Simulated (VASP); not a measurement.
An input for Quantum ESPRESSO's pw.x (written as the equivalent of a VASP run, and not itself run):

```
&CONTROL
  calculation = 'scf'
  pseudo_dir = './pseudo'
  outdir = './out'
  tprnfor = .true.
  tstress = .true.
/
&SYSTEM
  ibrav = 0
  nat = 6
  ntyp = 2
  ecutwfc = 86
  occupations = 'tetrahedra'
  input_dft = 'vdw-df2'
/
&ELECTRONS
  conv_thr = 7.3e-09
  electron_maxstep = 100
/
ATOMIC_SPECIES
  W 183.840 W.upf
  Se 78.971 Se.upf
CELL_PARAMETERS angstrom
     1.7198769   -2.9789139    0.0000000
     1.7198769    2.9789139    0.0000000
     0.0000000    0.0000000   13.7112053
ATOMIC_POSITIONS crystal
  W    0.3333330  0.6666670  0.2500000
  W    0.6666670  0.3333330  0.7500000
  Se   0.3333330  0.6666670  0.8741694
  Se   0.6666670  0.3333330  0.3741694
  Se   0.6666670  0.3333330  0.1258306
  Se   0.3333330  0.6666670  0.6258306
K_POINTS automatic
  8 8 2 0 0 0
```

### Question
Write the VASP files for the same calculation (vdW-DF2).

### Answer
This is not unique; one that fits is 
**INCAR**
```
NELM = 100
ENCUT = 520
LEFG = T
LASPH = T   # aspherical one-centre terms
SYSTEM = WSe2
AGGAC = 0.0
ZAB_VDW = -1.8867
LWAVE = F
LUSE_VDW = T
EDIFF = 1E-7   # SCF stop (eV)
ISMEAR = -5
LORBIT = 11
LREAL = F   # projection in real space or not
GGA = ML
NEDOS = 601   # DOS grid
LMAXMIX = 6   # l cut-off of mixed one-centre charges
ISIF = 2
LCHARG = T
ALGO = Normal
PREC = Accurate
```

File POSCAR:
```
WSe2
1
    1.7198769488    -2.9789138859     0.0000000000
    1.7198769488     2.9789138859     0.0000000000
    0.0000000000     0.0000000000    13.7112052784
W Se
2 4
Direct
  0.3333330000   0.6666670000   0.2500000000
  0.6666670000   0.3333330000   0.7500000000
  0.3333330000   0.6666670000   0.8741693639
  0.6666670000   0.3333330000   0.3741693639
  0.6666670000   0.3333330000   0.1258306361
  0.3333330000   0.6666670000   0.6258306361
```

File KPOINTS:
```
kpoints
0
gamma
 8 8 2
0 0 0
```

POTCAR, in this order: W_sv Se (PBE.64 set). Program: vasp_std.

Limits of the translation: the potentials are each code's own (VASP's PAW set, PseudoDojo norm-conserving files in pw.x), so ENCUT and ecutwfc are chosen apart and not converted; conv_thr bounds pw.x's estimated SCF error, while EDIFF bounds the energy change between steps; the field gradients of LEFG aren't asked of the other code.

The compound is WSe2 in the 2H layered structure. It was relaxed first, which changed the volume by +16 %.
